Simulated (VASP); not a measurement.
# Which magnetic order does Fe2O3 (Hematite) take?, part 5 of 5

Is Fe2O3 (Hematite) a ferromagnet or an antiferromagnet at this level? The start is a cell from a database of measured crystal structures.

VASP 6.6.1, plane waves and PAW; the level of theory is named at each step.

Still holding for the runs below: The magnetic state follows from one typed start and may not be the lowest.

So far, largest spin moment in the PAW sphere (μB): step 2 (magnetic order, start order fm, signs ++++) 4.49; step 3 (magnetic order, start order AFM 1, signs ++--) 4.43; step 4 (magnetic order, start order AFM 2, signs +-+-) 4.39; step 5 (magnetic order, start order AFM 3, signs +--+) 4.45; step 6 (magnetic order, start order ferri 4, signs +++-) 4.49.

### Step 10. Magnetic order, other settings: ISYM = 0

This step: r2SCAN, DFT+U (Fe d 5 eV), spin-polarised, from parallel moments; plane waves and PAW (Fe, O) (VASP 6.6.1).

The run is repeated with some settings moved, to see what they change.

INCAR

```
SYSTEM = Fe2O3
PREC = Normal
ENCUT = 480
EDIFF = 1E-05
NELM = 120
ISMEAR = 0
SIGMA = 0.05
LREAL = .FALSE.
ALGO = Normal
METAGGA = R2SCAN
LASPH = .TRUE.
NBANDS = 49
ISPIN = 2
MAGMOM = 3 3 3 3 0 0 0 0 0 0
LDAU = .TRUE.
LDAUTYPE = 2
LDAUL = 2 -1
LDAUU = 5 0
LDAUJ = 0 0
LDAUPRINT = 1
LMAXMIX = 4
LORBIT = 11
LWAVE = .FALSE.
LCHARG = .FALSE.
KPAR = 2
ISYM = 0
```

POSCAR

```
Fe2O3
1.0
    2.5190000000      1.4543453281      4.5906666667
   -2.5190000000      1.4543453281      4.5906666667
    0.0000000000     -2.9086906562      4.5906666667
Fe O
4 6
Direct
    0.3553000000      0.3553000000      0.3553000000
    0.1447000000      0.1447000000      0.1447000000
    0.6447000000      0.6447000000      0.6447000000
    0.8553000000      0.8553000000      0.8553000000
    0.5559000000      0.2500000000      0.9441000000
    0.2500000000      0.9441000000      0.5559000000
    0.9441000000      0.5559000000      0.2500000000
    0.4441000000      0.7500000000      0.0559000000
    0.7500000000      0.0559000000      0.4441000000
    0.0559000000      0.4441000000      0.7500000000
```

KPOINTS

```
Automatic mesh
0
Gamma
4 4 4
0 0 0
```

PAW data sets: Fe and O (PBE family, release 64).

Launch:

```sh
$ mpirun -np 2 vasp_std
```

Log:

```text
[... set-up lines as in an earlier step ...]
 entering main loop
       N       E                     dE             d eps       ncg     rms          rms(c)
DAV:   1     0.778336463967E+03    0.77834E+03   -0.30487E+04  7056   0.160E+03
DAV:   2     0.883081706539E+01   -0.76951E+03   -0.69607E+03  7371   0.425E+02
DAV:   3    -0.130154608173E+03   -0.13899E+03   -0.13148E+03  8081   0.205E+02
DAV:   4    -0.136621133242E+03   -0.64665E+01   -0.64237E+01  8792   0.475E+01
DAV:   5    -0.136790842595E+03   -0.16971E+00   -0.16941E+00  8560   0.730E+00    0.570E+01
DAV:   6    -0.985646312671E+02    0.38226E+02   -0.16015E+02  9857   0.151E+02    0.892E+01
DAV:   7    -0.102812601522E+03   -0.42480E+01   -0.21920E+01  7891   0.317E+01    0.523E+01
DAV:   8    -0.102740112534E+03    0.72489E-01   -0.24582E+00 10412   0.176E+01    0.350E+01
DAV:   9    -0.102769440873E+03   -0.29328E-01   -0.63698E-01  8233   0.902E+00    0.557E+00
DAV:  10    -0.102782182768E+03   -0.12742E-01   -0.13540E-01 10095   0.406E+00    0.253E+00
DAV:  11    -0.102792523183E+03   -0.10340E-01   -0.80670E-02  8280   0.383E+00    0.896E-01
DAV:  12    -0.102792048406E+03    0.47478E-03   -0.39545E-02  9174   0.151E+00    0.407E-01
DAV:  13    -0.102792834197E+03   -0.78579E-03   -0.50528E-03  8967   0.459E-01    0.277E-01
DAV:  14    -0.102792910032E+03   -0.75835E-04   -0.48806E-04  8223   0.228E-01    0.212E-01
DAV:  15    -0.102793029386E+03   -0.11935E-03   -0.45989E-04  8765   0.205E-01    0.124E-01
DAV:  16    -0.102793036071E+03   -0.66856E-05   -0.21607E-04  8488   0.176E-01    0.539E-02
DAV:  17    -0.102793035170E+03    0.90098E-06   -0.79479E-05  8193   0.622E-02
   1 F= -.10279304E+03 E0= -.10279304E+03  d E =-.263666E-16  mag=    20.0000
```

It took 11 min on 2 MPI ranks of AMD EPYC 7R43, shared host; peak memory 0.62 GiB; 22 min of CPU time.

Parts of OUTCAR (step 10):

```text
   k-points           NKPTS =     36   k-points in BZ     NKDIM =     36   number of bands    NBANDS=     49

   NELECT =      68.0000    total number of electrons

atom =   1  type =  1  l = 2

 onsite density matrix

spin component  1

  1.0203 -0.0387  0.0000 -0.0058  0.0000
 -0.0387  1.0359 -0.0000 -0.0000 -0.0058
  0.0000 -0.0000  0.9903 -0.0000 -0.0000
 -0.0058 -0.0000 -0.0000  1.0359  0.0387
  0.0000 -0.0058 -0.0000  0.0387  1.0203

spin component  2

  0.1261 -0.0919 -0.0000 -0.0174 -0.0000
 -0.0919  0.1755 -0.0000  0.0000 -0.0174
 -0.0000 -0.0000  0.0643 -0.0000 -0.0000
 -0.0174  0.0000 -0.0000  0.1755  0.0919
 -0.0000 -0.0174 -0.0000  0.0919  0.1261

 occupancies and eigenvectors

  o =  0.0541  v =  0.0000  0.0000  0.0000  0.0000  0.0000 -0.6486 -0.5562 -0.0000  0.2512 -0.4549      0.0000  0.0000  0.0000  0.0000  0.0000  0.0000  0.0000  0.0000  0.0000  0.0000
  o =  0.0541  v =  0.0000  0.0000  0.0000  0.0000  0.0000  0.4549  0.2512  0.0000  0.5562 -0.6486      0.0000  0.0000  0.0000  0.0000  0.0000  0.0000  0.0000  0.0000  0.0000  0.0000
  o =  0.0643  v =  0.0000  0.0000  0.0000  0.0000  0.0000  0.0000  0.0000 -1.0000  0.0000 -0.0000      0.0000  0.0000  0.0000  0.0000  0.0000  0.0000  0.0000  0.0000  0.0000  0.0000
  o =  0.2475  v =  0.0000  0.0000  0.0000  0.0000  0.0000  0.0199 -0.1729 -0.0000  0.7731  0.6099      0.0000  0.0000  0.0000  0.0000  0.0000  0.0000  0.0000  0.0000  0.0000  0.0000
  o =  0.2475  v =  0.0000  0.0000  0.0000  0.0000  0.0000 -0.6099  0.7731  0.0000  0.1729  0.0199      0.0000  0.0000  0.0000  0.0000  0.0000  0.0000  0.0000  0.0000  0.0000  0.0000
  o =  0.9882  v =  0.6100  0.4371 -0.0000  0.4594 -0.4752  0.0000  0.0000  0.0000  0.0000  0.0000      0.0000  0.0000  0.0000  0.0000  0.0000  0.0000  0.0000  0.0000  0.0000  0.0000
  o =  0.9882  v =  0.4752  0.4594  0.0000 -0.4371  0.6100  0.0000  0.0000  0.0000  0.0000  0.0000      0.0000  0.0000  0.0000  0.0000  0.0000  0.0000  0.0000  0.0000  0.0000  0.0000
  o =  0.9903  v = -0.0000 -0.0000  1.0000  0.0000 -0.0000  0.0000  0.0000  0.0000  0.0000  0.0000      0.0000  0.0000  0.0000  0.0000  0.0000  0.0000  0.0000  0.0000  0.0000  0.0000
  o =  1.0680  v = -0.6098  0.7040 -0.0000  0.3198  0.1740  0.0000  0.0000  0.0000  0.0000  0.0000      0.0000  0.0000  0.0000  0.0000  0.0000  0.0000  0.0000  0.0000  0.0000  0.0000
  o =  1.0680  v =  0.1740 -0.3198 -0.0000  0.7040  0.6098  0.0000  0.0000  0.0000  0.0000  0.0000      0.0000  0.0000  0.0000  0.0000  0.0000  0.0000  0.0000  0.0000  0.0000  0.0000

atom =   2  type =  1  l = 2

 onsite density matrix

spin component  1

  1.0203  0.0387 -0.0000 -0.0058 -0.0000
  0.0387  1.0359 -0.0000  0.0000 -0.0058
 -0.0000 -0.0000  0.9903 -0.0000  0.0000
 -0.0058  0.0000 -0.0000  1.0359 -0.0387
 -0.0000 -0.0058  0.0000 -0.0387  1.0203

spin component  2

  0.1261  0.0919  0.0000 -0.0174  0.0000
  0.0919  0.1755  0.0000 -0.0000 -0.0174
  0.0000  0.0000  0.0643 -0.0000 -0.0000
 -0.0174 -0.0000 -0.0000  0.1755 -0.0919
  0.0000 -0.0174 -0.0000 -0.0919  0.1261

 occupancies and eigenvectors

  o =  0.0541  v =  0.0000  0.0000  0.0000  0.0000  0.0000  0.6520 -0.5580 -0.0000 -0.2470 -0.4500      0.0000  0.0000  0.0000  0.0000  0.0000  0.0000  0.0000  0.0000  0.0000  0.0000
  o =  0.0541  v =  0.0000  0.0000  0.0000  0.0000  0.0000  0.4500 -0.2470  0.0000  0.5580  0.6520      0.0000  0.0000  0.0000  0.0000  0.0000  0.0000  0.0000  0.0000  0.0000  0.0000
  o =  0.0643  v =  0.0000  0.0000  0.0000  0.0000  0.0000 -0.0000 -0.0000  1.0000 -0.0000 -0.0000      0.0000  0.0000  0.0000  0.0000  0.0000  0.0000  0.0000  0.0000  0.0000  0.0000
  o =  0.2475  v =  0.0000  0.0000  0.0000  0.0000  0.0000  0.0799  0.2482 -0.0000  0.7523 -0.6050      0.0000  0.0000  0.0000  0.0000  0.0000  0.0000  0.0000  0.0000  0.0000  0.0000
  o =  0.2475  v =  0.0000  0.0000  0.0000  0.0000  0.0000 -0.6050 -0.7523 -0.0000  0.2482 -0.0799      0.0000  0.0000  0.0000  0.0000  0.0000  0.0000  0.0000  0.0000  0.0000  0.0000
[...]
o =  0.0643  v =  0.0000  0.0000  0.0000  0.0000  0.0000  0.0000 -0.0000 -1.0000 -0.0000 -0.0000      0.0000  0.0000  0.0000  0.0000  0.0000  0.0000  0.0000  0.0000  0.0000  0.0000
  o =  0.2475  v =  0.0000  0.0000  0.0000  0.0000  0.0000 -0.6094 -0.7850 -0.0000  0.1066  0.0318      0.0000  0.0000  0.0000  0.0000  0.0000  0.0000  0.0000  0.0000  0.0000  0.0000
  o =  0.2475  v =  0.0000  0.0000  0.0000  0.0000  0.0000  0.0318 -0.1066  0.0000 -0.7850  0.6094      0.0000  0.0000  0.0000  0.0000  0.0000  0.0000  0.0000  0.0000  0.0000  0.0000
  o =  0.9882  v =  0.7604 -0.6338 -0.0001 -0.0214 -0.1401  0.0000  0.0000  0.0000  0.0000  0.0000      0.0000  0.0000  0.0000  0.0000  0.0000  0.0000  0.0000  0.0000  0.0000  0.0000
  o =  0.9882  v =  0.1401 -0.0214  0.0000  0.6338  0.7604  0.0000  0.0000  0.0000  0.0000  0.0000      0.0000  0.0000  0.0000  0.0000  0.0000  0.0000  0.0000  0.0000  0.0000  0.0000
  o =  0.9903  v =  0.0000 -0.0000  1.0000 -0.0000 -0.0000  0.0000  0.0000  0.0000  0.0000  0.0000      0.0000  0.0000  0.0000  0.0000  0.0000  0.0000  0.0000  0.0000  0.0000  0.0000
  o =  1.0681  v =  0.3310  0.4967 -0.0000  0.5926 -0.5409  0.0000  0.0000  0.0000  0.0000  0.0000      0.0000  0.0000  0.0000  0.0000  0.0000  0.0000  0.0000  0.0000  0.0000  0.0000
  o =  1.0681  v = -0.5409 -0.5926  0.0000  0.4967 -0.3310  0.0000  0.0000  0.0000  0.0000  0.0000      0.0000  0.0000  0.0000  0.0000  0.0000  0.0000  0.0000  0.0000  0.0000  0.0000

 E-fermi :   3.4714

 spin component 1
 k-point     1 :       0.0000    0.0000    0.0000
  band No.  band energies     occupation
    ...
     40       2.4597      1.00000
     41       2.7036      1.00000
     42       2.7036      1.00000
     43       3.1955      1.00000
     44       3.1955      1.00000
     45       8.4192      0.00000
     46      12.4273      0.00000
     47      14.4515      0.00000
     48      14.8800      0.00000
     49      15.5007      0.00000

 k-point     2 :       0.2500   -0.0000    0.0000
  band No.  band energies     occupation
    ...
     40       2.5141      1.00000
     41       2.7152      1.00000
     42       2.8039      1.00000
     43       2.8183      1.00000
     44       2.9795      1.00000
     45       9.6017      0.00000
     46      13.2942      0.00000
     47      13.6480      0.00000
     48      13.8110      0.00000
     49      14.3605      0.00000

  Total        1.1372285      1.1372702     -1.2860263     -0.0000079      0.0004360      0.0000430
  in kB       18.0565835     18.0572464    -20.4191522     -0.0001249      0.0069227      0.0006822
  external PRESSURE =       5.2315592 kB  Pullay stress =       0.0000000 kB

 POSITION                                       TOTAL-FORCE (eV/Angst)
 -----------------------------------------------------------------------------------
      0.00000      0.00000      4.89319         0.000033     -0.000020     -0.500471
      0.00000      0.00000      1.99281         0.000055      0.000030      0.500457
      0.00000      0.00000      8.87881        -0.000043      0.000003      0.500469
      0.00000      0.00000     11.77919        -0.000043     -0.000017     -0.500460
      0.77056     -1.57404      8.03367        -0.117023     -0.202603     -0.000150
     -1.74844      0.11969      8.03367        -0.117043      0.202588      0.000092
      0.97788      1.45435      8.03367         0.234041      0.000021     -0.000024
     -0.77056      1.57404      5.73833         0.117112      0.202744      0.000152
      1.74844     -0.11969      5.73833         0.117127     -0.202738     -0.000092
     -0.97788     -1.45435      5.73833        -0.234215     -0.000007      0.000028
 -----------------------------------------------------------------------------------
    total drift:                               -0.000015     -0.000001      0.000010

  FREE ENERGIE OF THE ION-ELECTRON SYSTEM (eV)
  ---------------------------------------------------
  free  energy   TOTEN  =      -102.7930351704 eV

  energy  without entropy=     -102.7930351704  energy(sigma->0) =     -102.79303517

 magnetization (x)
# of ion       s       p       d       tot
------------------------------------------
    1        0.028   0.038   4.427   4.493
    2        0.028   0.038   4.427   4.493
    3        0.028   0.038   4.427   4.493
    4        0.028   0.038   4.427   4.493
    5        0.021   0.291   0.000   0.312
    6        0.021   0.291   0.000   0.312
    7        0.021   0.291   0.000   0.312
    8        0.021   0.291   0.000   0.312
    9        0.021   0.291   0.000   0.312
   10        0.021   0.291   0.000   0.312
--------------------------------------------------
tot          0.235   1.900  17.707  19.842

[... 4 parts as in an earlier step ...]

[... 14 further parts left out ...]
```

ISYM = 0 switches symmetry off, which costs time and should not change a single point.

Numbers from this step:

```yaml
electronic_cycles: 17
free_energy_toten: -102.7930 eV
fermi_energy: 3.471 eV
moment_of_the_cell_from_the_last_line_of_the_log: 20 μB
gap_on_the_k_mesh: 2.584 eV
least_direct_gap_on_the_k_mesh: 2.746 eV
```

Spin moment in the PAW sphere by atom:

```
atom  spin moment in the PAW sphere (μB)
 Fe1                                4.49
 Fe2                                4.49
 Fe3                                4.49
 Fe4                                4.49
  O5                                0.31
  O6                                0.31
  O7                                0.31
  O8                                0.31
  O9                                0.31
 O10                                0.31
```

Force by atom:

| atom | x (eV/Å) | y (eV/Å) | z (eV/Å) | size |
| --- | --- | --- | --- | --- |
| Fe1 | 0.000 | 0.000 | -0.500 | 0.500 |
| Fe2 | 0.000 | 0.000 | 0.500 | 0.500 |
| Fe3 | 0.000 | 0.000 | 0.500 | 0.500 |
| Fe4 | 0.000 | 0.000 | -0.500 | 0.500 |
| O5 | -0.117 | -0.203 | 0.000 | 0.234 |
| O6 | -0.117 | 0.203 | 0.000 | 0.234 |
| O7 | 0.234 | 0.000 | 0.000 | 0.234 |
| O8 | 0.117 | 0.203 | 0.000 | 0.234 |
| O9 | 0.117 | -0.203 | 0.000 | 0.234 |
| O10 | -0.234 | 0.000 | 0.000 | 0.234 |

Settings moved on purpose: ISYM = 0.

Against the run that it repeats, EDIFF and AMIX also differ.

The two runs compared:

```
                    quantity  this run  the run it repeats  difference
energy at zero smearing (eV)   -102.79             -102.79      8.8e-5
    free energy (TOTEN) (eV)   -102.79             -102.79      8.8e-5
           Fermi energy (eV)    3.4714              3.4719     -5.0e-4
      gap on the k-mesh (eV)    2.5838              2.5831      7.0e-4
           electronic cycles        17                  20          -3
```

The energy stays within 0.1 meV an atom.

### Step 11. Results

| Quantity | Value |
| --- | --- |
| mean moment in the lowest run | 4.39 μB |

What this shows: The lowest run started as afm 2 and holds 4.39 μB on average over the atoms that were given a moment; the next state, from afm 1, lies 70.9 meV a magnetic atom higher. It ends with the signs +-+- and a net moment of 0.00 μB a cell: opposed moments that cancel. The cell was not relaxed for each state; the pressures of the magnetic ones run from -2.5 to 0.4 GPa, which can move the order. No couplings are given: pair constants of the nearest shells miss the energies by 41 meV a magnetic atom. No other collinear orders were tried, and their comparison leaves spin-orbit coupling out.

[Lines on the potential files, build, host, timing and source positions are cut from VASP's logs without a mark.]

[Logs are printed without paths, hosts, clocks, repeated set-up lines and the standing remarks that a program may print on its own settings, such as how far it seeks lower states.]

[Hosts, paths, dates, database ids (printed as entryN), source tags and the programs' standing remarks are cut or masked in the printed files.]

[In band tables of VASP the shares of atoms and orbitals are scaled to a sum of 1 inside the atoms' spheres.]

[Runs that stopped without an error message from VASP are left out.]
